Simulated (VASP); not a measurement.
Level of theory: PBE GGA with spin-orbit coupling, VASP's PBE PAW potentials (set 64) (plane waves; VASP).

A VASP calculation is set up with these files.

**INCAR**
```
ALGO  =  Normal
EDIFF  =  1E-6
ENCUT  =  400
GGA  =  PE
GGA_COMPAT  =  F
ISIF  =  2
ISMEAR  =  1
LASPH  =  T
LCHARG  =  F
LMAXMIX  =  4
LORBIT  =  10
LREAL  =  F
LSORBIT  =  T
LWAVE  =  F
MAGMOM  =  2*0 0.8
NELM  =  100
PREC  =  Accurate
SIGMA  =  0.1
SYSTEM  =  Ni
```

### KPOINTS
```
Automatic
0
G
 13 13 13
0 0 0
```

**POSCAR**
```
Ni
1.0
  0.0000000000   1.7600000000   1.7600000000
  1.7600000000   0.0000000000   1.7600000000
  1.7600000000   1.7600000000   0.0000000000
Ni
1
Cartesian
  0.0000000000   0.0000000000   0.0000000000
```

POTCAR, in this order: Ni (PBE.64 set). Program: vasp_ncl.

Task: What will the output report for the number of irreducible k-points (NKPTS), number of bands (NBANDS), largest plane-wave count, number of space-group operations, FFT grid (NGX, NGY, NGZ)?

Result: 
```json
{
 "number of irreducible k-points (NKPTS)": "301",
 "number of bands (NBANDS)": "18",
 "largest_plane_wave_count": "408",
 "number_of_space_group_operations": "8",
 "FFT grid (NGX, NGY, NGZ)": "16 × 16 × 16"
}
```

The compound is Ni in the fcc structure. The cell was not relaxed at this level.
